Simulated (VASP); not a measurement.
Calculation: revTPSS meta-GGA, VASP's PBE PAW potentials (set 64) (plane waves; VASP).

The input files of a VASP run:

KPOINTS:
```
Automatic mesh
0
G
  11 11 11
0 0 0
```

### POSCAR
```
NiSi2
1
   -0.0000000000     2.6866260555     2.6866260555
    2.6866260555    -0.0000000000     2.6866260555
    2.6866260555     2.6866260555     0.0000000000
Si Ni
2 1
Direct
  0.2500000000   0.2500000000   0.2500000000
  0.7500000000   0.7500000000   0.7500000000
  0.0000000000   1.0000000000   0.0000000000
```

INCAR:
```
SYSTEM = NiSi2
PREC = Accurate; ENCUT = 520; LREAL = .FALSE.
LASPH = .TRUE.
EDIFF = 1E-7; NELM = 100; ALGO = Normal
LMAXMIX = 4; LMIXTAU = .TRUE.
ISMEAR = -5
METAGGA = RTPSS
ISIF = 2
LWAVE = .FALSE.; LCHARG = .FALSE.; LORBIT = 11
NEDOS = 601
LEFG = .TRUE.
```

KPOINTS_OPT:
```
k-points along high-symmetry lines
10
Line-mode
Reciprocal
  0.000000   0.000000   0.000000 ! GAMMA
  0.500000   0.000000   0.500000 ! X

  0.500000   0.000000   0.500000 ! X
  0.625000   0.250000   0.625000 ! U

  0.375000   0.375000   0.750000 ! K
  0.000000   0.000000   0.000000 ! GAMMA

  0.000000   0.000000   0.000000 ! GAMMA
  0.500000   0.500000   0.500000 ! L

  0.500000   0.500000   0.500000 ! L
  0.500000   0.250000   0.750000 ! W

  0.500000   0.250000   0.750000 ! W
  0.500000   0.000000   0.500000 ! X
```

POTCAR, in this order: Si Ni (PBE.64 set). Program: vasp_std.

Problem. Estimate the energy per atom (σ→0), band gap (over mesh and band path).

Solution. 
```json
{
  "energy per atom (σ→0)": "-5.475 eV/atom",
  "band gap (over mesh and band path)": "none (metal, semimetal or under 0.01 eV)"
}
```

**OSZICAR**
```
...
DAV:  20    -0.164252043131E+02   -0.15882E-05   -0.84631E-08   823   0.418E-03    0.356E-04
DAV:  21    -0.164252039348E+02    0.37827E-06   -0.37350E-08   813   0.315E-03    0.243E-04
DAV:  22    -0.164252046433E+02   -0.70847E-06   -0.89896E-09   798   0.163E-03    0.571E-05
DAV:  23    -0.164252044095E+02    0.23378E-06   -0.29869E-09   813   0.744E-04    0.350E-05
DAV:  24    -0.164252044677E+02   -0.58234E-07   -0.87935E-10   808   0.344E-04
   1 F= -.16425204E+02 E0= -.16425204E+02  d E =0.000000E+00
       N       E                     dE             ncg
       N       E                     dE             ncg
```

The compound is NiSi2 in the fluorite structure. It was relaxed first. The run is not spin-polarised, so no magnetic state was tried.
